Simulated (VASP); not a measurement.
# Ti2RuC3 (P-6m2) in VASP: a series of runs

Runs on Ti2RuC3. Level: PBE. Tasks: relaxation of cell and atoms.

All numbers are computed with VASP 6.6.1; they aren't measurements. Logs are shortened: lines on timing, memory, paths and dates and some standing lists are left out, and cuts for length are marked.

**1. The crystal as given**

Symmetry: P-6m2, No. 187, hexagonal system. The conventional cell has a = 3.468 Å, b = 3.468 Å, c = 7.542 Å, α = 90.00°, β = 90.00°, γ = 120.00°. Ti (site symmetry 3m) is surrounded by 1 C at 1.59 Å. Ru (site symmetry -6m2) has 6 Ti at 2.96 Å as nearest neighbours. C (site symmetry 3m) has 4 C at 1.95 to 2.23 Å and 3 Ti at 2.09 Å as nearest neighbours. Around C (site symmetry -6m2) lie 2 Ti at 1.59 Å.

The cell was built by a generator and needn't be a form met in nature.

**2. Relaxation of cell and atoms, PBE**

Input file INCAR:

```
SYSTEM = Ti2RuC3
  PREC = Normal
  ENCUT = 520
  EDIFF = 1E-4
  ISMEAR = 0
  SIGMA = 0.15
  LREAL = .False.
  LASPH = .True.
  NELM = 60
  ALGO = Fast
  ISIF = 3
  LWAVE = .False.
  LCHARG = .False.
  GGA = PE
  IBRION = 2
  NSW = 24
  EDIFFG = -0.08
```

Input file KPOINTS:

```
Automatic mesh
0
Gamma
  6 6 3
  0 0 0
```

Input file POSCAR:

```
Ti2RuC3
1.0
    3.4681074800      0.0000000000      0.0000000000
   -1.7340537400      3.0034691800      0.0000000000
    0.0000000000      0.0000000000      7.5419297100
Ti Ru C
2 1 3
Direct
    0.6666666700      0.3333333300      0.7102342200
    0.6666666700      0.3333333300      0.2897657800
    0.0000000000      0.0000000000      0.0000000000
    0.3333333300      0.6666666700      0.6291624900
    0.3333333300      0.6666666700      0.3708375100
    0.6666666700      0.3333333300      0.5000000000
```

Potentials or basis: VASP PAW PBE potentials, release 64 (Ti_sv, Ru_pv, C).

Run with:

```console
$ cat potpaw_PBE.64/Ti_sv/POTCAR potpaw_PBE.64/Ru_pv/POTCAR potpaw_PBE.64/C/POTCAR > POTCAR
$ mpirun -np 1 vasp_std > vasp.out
```

OUTCAR:

```text
SYSTEM = Ti2RuC3
   PREC = Normal
   ENCUT = 520
   EDIFF = 1E-4
   ISMEAR = 0
   LREAL = .False.
   LASPH = .True.
   NELM = 60
   ISIF = 3
   GGA = PE
   IBRION = 2
   NSW = 24
   EDIFFG = -0.08

 ion  position               nearest neighbor table
   1  0.667  0.333  0.710-   6 1.59   4 2.09   4 2.09   4 2.09   3 2.96   3 2.96   3 2.96
   2  0.667  0.333  0.290-   6 1.59   5 2.09   5 2.09   5 2.09   3 2.96   3 2.96   3 2.96
   3  0.000  0.000  0.000-   1 2.96   2 2.96   1 2.96   2 2.96   1 2.96   2 2.96
   4  0.333  0.667  0.629-   5 1.95   1 2.09   1 2.09   1 2.09
   5  0.333  0.667  0.371-   4 1.95   2 2.09   2 2.09   2 2.09
   6  0.667  0.333  0.500-   1 1.59   2 1.59

  LATTYP: Found a hexagonal cell.
 ALAT       =     3.4681074800
 C/A-ratio  =     2.1746528196

  Lattice vectors:

 A1 = (   3.4681074800,   0.0000000000,   0.0000000000)
 A2 = (  -1.7340537400,   3.0034691800,   0.0000000000)
 A3 = (   0.0000000000,   0.0000000000,   7.5419297100)

Analysis of symmetry for initial positions (statically):
=====================================================================
 Subroutine PRICEL returns:
 Original cell was already a primitive cell.

 Routine SETGRP: Setting up the symmetry group for a
 hexagonal supercell.

 Subroutine GETGRP returns: Found 12 space group operations
 (whereof 12 operations were pure point group operations)
 out of a pool of 24 trial point group operations.

The static configuration has the point symmetry D_3h.

Analysis of symmetry for dynamics (positions and initial velocities):
=====================================================================
 Subroutine PRICEL returns:
 Original cell was already a primitive cell.

 Routine SETGRP: Setting up the symmetry group for a
 hexagonal supercell.

 Subroutine GETGRP returns: Found 12 space group operations
 (whereof 12 operations were pure point group operations)
 out of a pool of 24 trial point group operations.

The dynamic configuration has the point symmetry D_3h.

 Subroutine INISYM returns: Found 12 space group operations
 (whereof 12 operations are pure point group operations),
 and found     1 'primitive' translations

----------------------------------------------------------------------------------------

                                     Primitive cell

  volume of cell :      78.5594

  direct lattice vectors                    reciprocal lattice vectors
     3.468107480  0.000000000  0.000000000     0.288341698  0.166474157  0.000000000
    -1.734053740  3.003469180  0.000000000     0.000000000  0.332948314  0.000000000
     0.000000000  0.000000000  7.541929710     0.000000000  0.000000000  0.132592060

  length of vectors
     3.468107480  3.468107479  7.541929710     0.332948314  0.332948314  0.132592060

  position of ions in fractional coordinates (direct lattice)
     0.666666670  0.333333330  0.710234220
     0.666666670  0.333333330  0.289765780
     0.000000000  0.000000000  0.000000000
     0.333333330  0.666666670  0.629162490
     0.333333330  0.666666670  0.370837510
     0.666666670  0.333333330  0.500000000

  ion indices of the primitive-cell ions
   primitive index   ion index
                 1           1
                 2           2
                 3           3
                 4           4
                 5           5
                 6           6

----------------------------------------------------------------------------------------

 KPOINTS: Automatic mesh

Automatic generation of k-mesh.
 Grid dimensions read from file:
 generate k-points for:    6    6    3

 Generating k-lattice:

  Cartesian coordinates                     Fractional coordinates (reciprocal lattice)
     0.048056950  0.027745693  0.000000000     0.166666667  0.000000000  0.000000000
     0.000000000  0.055491386  0.000000000     0.000000000  0.166666667  0.000000000
     0.000000000  0.000000000  0.044197353     0.000000000  0.000000000  0.333333333

  Length of vectors
     0.055491386  0.055491386  0.044197353

  Shift w.r.t. Gamma in fractional coordinates (k-lattice)
[... 24 lines left out ...]
   number of dos      NEDOS =    301   number of ions     NIONS =      6
   total plane-waves  NPLWV =  16800
   dimension x,y,z NGX =    20 NGY =   20 NGZ =   42
   dimension x,y,z NGXF=    40 NGYF=   40 NGZF=   84
   ions per type =               2   1   3
   NGX,Y,Z   is equivalent  to a cutoff of   9.59,  9.59,  9.26 a.u.
   NGXF,Y,Z  is equivalent  to a cutoff of  19.17, 19.17, 18.52 a.u.
 SYSTEM =  Ti2RuC3
   PREC   = normal    normal or accurate (medium, high low for compatibility)
   ISTART =      0    job   : 0-new  1-cont  2-samecut
   ICHARG =      2    charge: 1-file 2-atom 10-const
   ISPIN  =      1    spin polarized calculation?
   LNONCOLLINEAR =      F non collinear calculations
   LSORBIT =      F    spin-orbit coupling
   LASPH  =      T    aspherical Exc in radial PAW
   ENCUT  =  520.0 eV  38.22 Ry    6.18 a.u.   6.45  6.45 14.02*2*pi/ulx,y,z
   NELM   =     60;   NELMIN=  2; NELMDL= -5     # of ELM steps
   EDIFF  = 0.1E-03   stopping-criterion for ELM
   LREAL  =      F    real-space projection
   EDIFFG = -.8E-01   stopping-criterion for IOM
   NSW    =     24    number of steps for IOM
   IBRION =      2    ionic relax: 0-MD 1-quasi-New 2-CG
   NFREE  =      1    steps in history (QN), initial steepest desc. (CG)
   ISIF   =      3    stress and relaxation
   ISYM   =      2    0-nonsym 1-usesym 2-fastsym
   POTIM  = 0.5000    time-step for ionic-motion
   TEBEG  =    0.0;   TEEND  =   0.0 temperature during run
   PSTRESS=    0.0 pullay stress
   NELECT =      50.0000    total number of electrons
   NUPDOWN=      -1.0000    fix difference up-down
   EMIN   =  10.00;   EMAX   =-10.00  energy-range for DOS
   EFERMI =   0.00;   METHOD = LEGACY
   ISMEAR =     0;   SIGMA  =   0.15  broadening in eV -4-tet -1-fermi 0-gaus
   EFERMI_NEDOS =   21; number of points for ismear=-14 and -15
   IALGO  =     68    algorithm
   IMIX   =      4    mixing-type and parameters
     AMIX     =   0.40;   BMIX     =  1.00
     AMIX_MAG =   1.60;   BMIX_MAG =  1.00
  volume/ion in A,a.u.               =      13.09        88.36
  Fermi-wavevector in a.u.,A,eV,Ry     =   1.408204  2.661119 26.980859  1.983037
  Thomas-Fermi vector in A             =   2.530385
   LORBIT       =      0    0 simple, 1 ext, 2 COOP (PROOUT), +10 PAW based schemes
   GGA     = PE    functional components
   LHFCALC =     F    Hartree Fock is set to
   AEXX    =    0.0000 exact exchange contribution
   IVDW    =     0    specifies the selected vdW correction
   LEPSILON=     F    determine dielectric tensor
   LRPA    =     F    only Hartree local field effects (RPA)
 conjugate gradient relaxation of ions
 non-spin polarized calculation
 RMM-DIIS sequential band-by-band and
 Gauss-broadening in eV      SIGMA  =   0.15
  energy-cutoff  :      520.00
  volume of cell :       78.56
 maximum number of plane-waves:      2141
   NGX = 13   NGY = 13   NGZ = 29

--------------------------------------- Ionic step        1  -------------------------------------------

 number of electron      50.0000035 magnetization

 Free energy of the ion-electron system (eV)
  ---------------------------------------------------
  ext. energy  EPLUGINS =         0.00000000
  ---------------------------------------------------
  free energy    TOTEN  =       -39.86568778 eV

  energy without entropy =      -39.79563925  energy(sigma->0) =      -39.83066352

------------------------ aborting loop because EDIFF is reached ----------------------------------------

  FORCE on cell =-STRESS in cart. coord.  units (eV):
  Direction    XX          YY          ZZ          XY          YZ          ZX
  --------------------------------------------------------------------------------------
  -------------------------------------------------------------------------------------
  Total       -6.8073509     -6.8073509     47.4388333      0.0000000      0.0000000      0.0000000
  in kB     -138.8322977   -138.8322976    967.4897514      0.0000000      0.0000000      0.0000000
  external PRESSURE =     229.9417187 kB  Pullay stress =       0.0000000 kB
[... 27 lines left out ...]
--------------------------------------- Ionic step        2  -------------------------------------------

 number of electron      49.9999887 magnetization

------------------------ aborting loop EDIFF was not reached (unconverged)  ----------------------------

  FORCE on cell =-STRESS in cart. coord.  units (eV):
  Direction    XX          YY          ZZ          XY          YZ          ZX
  --------------------------------------------------------------------------------------
  -------------------------------------------------------------------------------------
  Total      -14.4133557    -14.4133557    -21.7378615      0.0000000     -0.0000000     -0.0000000
  in kB     -238.1446741   -238.1446740   -359.1638239      0.0000000     -0.0000000     -0.0000000
  external PRESSURE =    -278.4843906 kB  Pullay stress =       0.0000000 kB
[... 61 lines left out ...]
  FREE ENERGIE OF THE ION-ELECTRON SYSTEM (eV)
  ---------------------------------------------------
  free  energy   TOTEN  =       -40.8153201502 eV

  energy  without entropy=      -40.7335315797  energy(sigma->0) =      -40.77442586

 E-fermi :  10.2631     XC(G=0): -12.7897

 val. band max:       10.2494971503   @ k =   0.1667  -0.0000   0.0000
 cond. band min:      10.3231821720   @ k =   0.3333   0.1667   0.3333
 fundamental gap:      0.0736850217
 Fermi energy:        10.2631113552

 k-point     1 :       0.0000    0.0000    0.0000
  band No.  band energies     occupation
      1     -46.4935      2.00000
      2     -46.4918      2.00000
      3     -32.1055      2.00000
      4     -31.9508      2.00000
      5     -31.9508      2.00000
      6     -22.8815      2.00000
[... 451 lines left out ...]
     29      12.3410      0.00000
     30      13.6190      0.00000

[... ionic steps 4 to 16 ...]

--------------------------------------- Ionic step       17  -------------------------------------------

 number of electron      50.0000010 magnetization

------------------------ aborting loop because EDIFF is reached ----------------------------------------
[... 75 lines left out ...]
--------------------------------------- Ionic step       19  -------------------------------------------

 number of electron      50.0000003 magnetization

 Free energy of the ion-electron system (eV)
  ---------------------------------------------------
  ext. energy  EPLUGINS =         0.00000000
  ---------------------------------------------------
  free energy    TOTEN  =       -48.51595005 eV

  energy without entropy =      -48.47024637  energy(sigma->0) =      -48.49309821

 E-fermi :   9.8004     XC(G=0): -12.6403

 val. band max:        9.7393207974   @ k =   0.1667  -0.0000   0.0000
 cond. band min:       9.8190935931   @ k =   0.3333  -0.0000   0.0000
 fundamental gap:      0.0797727957
 Fermi energy:         9.8004008258

 k-point     1 :       0.0000    0.0000    0.0000
  band No.  band energies     occupation
      1     -46.8980      2.00000
      2     -46.8969      2.00000
      3     -32.4532      2.00000
      4     -32.3603      2.00000
      5     -32.3603      2.00000
      6     -23.2712      2.00000
[... 484 lines left out ...]
  FREE ENERGIE OF THE ION-ELECTRON SYSTEM (eV)
  ---------------------------------------------------
  free  energy   TOTEN  =       -48.5159500540 eV

  energy  without entropy=      -48.4702463707  energy(sigma->0) =      -48.49309821

 reached required accuracy - stopping structural energy minimisation
```

It took 11 min on 1 thread of Intel Xeon Platinum 8259CL at 2.50GHz (Skylake/Cascade Lake), shared host; peak memory 0.18 GiB.

Results:

```yaml
Free_energy: -48.5160 eV
Relaxed_volume: 10.75 Å³/atom
Relaxed_cell: a = 3.009 Å, b = 3.009 Å, c = 8.226 Å, α = 90.00°, β = 90.00°, γ = 120.00°
Space_group_after_relaxing_to_0.05_Å: P-6m2 (No. 187)
Energy_gained_by_relaxing: 1441.7 meV/atom
Ionic_steps: 19
Pressure_after_relaxing: 0.5 GPa
Largest_force_after_relaxing: 0.044 eV/Å
Band_gap_on_the_k_mesh: none (metal or under the smearing width)
```

Forces in eV/Å, atoms in the order of the input:
```
Ti   0.000  0.000  0.005
Ti   0.000  0.000 -0.005
Ru   0.000  0.000  0.000
C    0.000  0.000 -0.044
C    0.000  0.000  0.044
C    0.000  0.000  0.000
```

Stress tensor (GPa, compression positive):
```
0.65 0.00 0.00
0.00 0.65 0.00
0.00 0.00 0.24
```

Step by step:
| step | energy change (eV) | largest force (eV/Å) | pressure (GPa) | volume (Å³) |
| --- | --- | --- | --- | --- |
| 1 | 0.0000 | 16.2470 | 22.99 | 78.56 |
| 2 | 0.5758 | 1.2307 | -27.85 | 96.97 |
| 3 | -0.9496 | 1.7120 | -32.34 | 94.36 |
| 4 | -2.3934 | 2.3240 | -33.29 | 91.67 |
| 5 | -5.3196 | 1.2292 | -29.15 | 85.46 |
| 6 | -5.6655 | 1.7174 | -18.28 | 82.09 |
| 7 | -5.7302 | 1.2603 | -23.08 | 83.26 |
| 8 | -5.7370 | 1.3310 | -22.12 | 82.95 |
| 9 | -7.7806 | 2.2439 | -2.30 | 66.33 |
| 10 | -7.8435 | 2.3699 | 4.86 | 63.53 |
| 11 | -8.3146 | 1.5910 | 1.53 | 62.88 |
| 12 | -8.3814 | 1.7332 | 1.15 | 62.56 |
| 13 | -8.5632 | 1.3962 | 5.69 | 62.92 |
| 14 | -8.5757 | 0.8267 | 4.12 | 62.85 |
| 15 | -8.6437 | 0.3471 | -1.40 | 65.16 |
| 16 | -8.6488 | 0.1165 | -0.96 | 64.66 |
| 17 | -8.6490 | 0.1024 | -0.57 | 64.62 |
| 18 | -8.6491 | 0.1644 | 1.02 | 64.40 |
| 19 | -8.6503 | 0.0438 | 0.51 | 64.51 |

Final structure:
```cif
data_structure
_symmetry_space_group_name_H-M 'P 1'
_symmetry_Int_Tables_number 1
_cell_length_a 3.0092
_cell_length_b 3.0092
_cell_length_c 8.2263
_cell_angle_alpha 90.000
_cell_angle_beta 90.000
_cell_angle_gamma 120.000
_cell_volume 64.51
loop_
_atom_site_label
_atom_site_type_symbol
_atom_site_fract_x
_atom_site_fract_y
_atom_site_fract_z
_atom_site_occupancy
Ti1 Ti 0.66667 0.33333 0.75124 1
Ti2 Ti 0.66667 0.33333 0.24876 1
Ru1 Ru 0.00000 0.00000 0.00000 1
C1 C 0.33333 0.66667 0.59362 1
C2 C 0.33333 0.66667 0.40638 1
C3 C 0.66667 0.33333 0.50000 1
```

Caveat: the volume moved by over 15 % at a fixed basis, so the end points are rough; the relaxation stopped at a loose force limit of 0.08 eV/Å, so its end isn't a converged minimum.

**3. Relaxation of cell and atoms, PBE**

This run uses another cell than the first one, of 14.16 Å³/atom, 1.081 times its volume.

INCAR is that of step 2.

Input file KPOINTS:

```
Automatic mesh
0
Gamma
  4 4 4
  0 0 0
```

Input file POSCAR:

```
Ti2RuC3
1.0
    2.4520739100      1.4157055300      4.0783277100
   -2.4520739100      1.4157055300      4.0783277100
    0.0000000000     -2.8314110600      4.0783277100
Ti Ru C
2 1 3
Direct
    0.1247686700      0.1247686700      0.1247686700
    0.8752313300      0.8752313300      0.8752313300
    0.5000000000      0.5000000000      0.5000000000
    0.0000000000      0.5000000000      0.5000000000
    0.5000000000      0.0000000000      0.5000000000
    0.5000000000      0.5000000000      0.0000000000
```

Potentials or basis: VASP PAW PBE potentials, release 64 (Ti_sv, Ru_pv, C).

Run with:

```console
$ cat potpaw_PBE.64/Ti_sv/POTCAR potpaw_PBE.64/Ru_pv/POTCAR potpaw_PBE.64/C/POTCAR > POTCAR
$ mpirun -np 1 vasp_std > vasp.out
```

Run time: 8.6 min. Hardware: 1 thread of Intel Xeon Platinum 8259CL at 2.50GHz (Skylake/Cascade Lake), shared host; peak memory 0.18 GiB.

It converged, with:

| Quantity | Value |
| --- | --- |
| Free energy | -49.3577 eV |
| Relaxed volume | 11.58 Å³/atom |
| Relaxed cell | a = 4.201 Å, b = 4.201 Å, c = 4.201 Å, α = 77.39°, β = 77.39°, γ = 77.39° |
| Space group after relaxing (to 0.05 Å) | R-3m (No. 166) |
| Energy gained by relaxing | 1187.1 meV/atom |
| Ionic steps | 21 |
| Pressure after relaxing | -0.1 GPa |
| Largest force after relaxing | 0.019 eV/Å |
| Band gap on the k mesh | none (metal or under the smearing width) |

Forces in eV/Å, atoms in the order of the input:
```
Ti   0.000  0.000 -0.019
Ti   0.000  0.000  0.019
Ru   0.000  0.000  0.000
C    0.000  0.000  0.000
C    0.000  0.000  0.000
C    0.000  0.000  0.000
```

Stress tensor (GPa, compression positive):
```
 0.05  0.00  0.00
 0.00  0.05  0.00
 0.00  0.00 -0.48
```

Step by step:
| step | energy change (eV) | largest force (eV/Å) | pressure (GPa) | volume (Å³) |
| --- | --- | --- | --- | --- |
| 1 | 0.0000 | 0.2026 | -34.68 | 84.95 |
| 2 | -4.1219 | 0.1510 | 39.07 | 52.43 |
| 3 | -4.6779 | 0.0036 | 3.22 | 58.30 |
| 4 | -5.1417 | 1.6119 | 13.07 | 57.16 |
| 5 | -5.1416 | 1.6264 | 13.21 | 57.14 |
| 6 | -5.5494 | 1.7161 | -5.34 | 62.57 |
| 7 | -5.5879 | 2.0298 | -10.71 | 64.88 |
| 8 | -6.0065 | 2.5369 | -8.70 | 65.65 |
| 9 | -6.9228 | 0.7301 | 4.66 | 67.34 |
| 10 | -6.9231 | 1.2393 | 2.54 | 67.23 |
| 11 | -6.9268 | 0.9855 | 3.63 | 67.30 |
| 12 | -7.0218 | 0.1561 | 3.10 | 69.37 |
| 13 | -7.0220 | 0.2056 | 3.11 | 69.46 |
| 14 | -7.0782 | 0.3771 | -3.45 | 70.97 |
| 15 | -7.0784 | 0.3496 | -3.24 | 70.97 |
| 16 | -7.1160 | 0.0246 | -1.40 | 70.09 |
| 17 | -7.1218 | 0.1024 | -0.29 | 69.68 |
| 18 | -7.1221 | 0.1118 | -0.17 | 69.60 |
| 19 | -7.1221 | 0.1235 | -0.26 | 69.57 |
| 20 | -7.1220 | 0.1352 | -0.01 | 69.51 |
| 21 | -7.1225 | 0.0189 | -0.13 | 69.45 |

Final structure:
```
Ti Ru C
1.0
     2.62616    1.51622    2.90711
    -2.62616    1.51622    2.90711
     0.00000   -3.03243    2.90711
Ti Ru C
2 1 3
Direct
  0.17875 0.17875 0.17875
  0.82125 0.82125 0.82125
  0.50000 0.50000 0.50000
  0.00000 0.50000 0.50000
  0.50000 0.00000 0.50000
  0.50000 0.50000 0.00000
```

Levels at points of the mesh, in eV from the Fermi level:
| k point | band 23 | band 24 | band 25 | band 26 | band 27 | band 28 |
| --- | --- | --- | --- | --- | --- | --- |
| (0.00, 0.00, 0.00) | -0.93 | 0.12 | 0.12 | 0.48 | 0.48 | 0.71 |
| (0.50, 0.00, 0.00) | -2.06 | -1.01 | -0.42 | -0.31 | 0.68 | 0.92 |
| (0.50, 0.50, 0.00) | -1.44 | -0.30 | 0.41 | 0.60 | 0.92 | 0.97 |
| (0.50, 0.50, 0.50) | -0.46 | 0.00 | 0.00 | 0.58 | 0.58 | 0.92 |

Caveat: the k mesh is coarse (spacing up to 0.39 Å⁻¹), so the values aren't converged; the volume moved by over 15 % at a fixed basis, so the end points are rough; the relaxation stopped at a loose force limit of 0.08 eV/Å, so its end isn't a converged minimum.
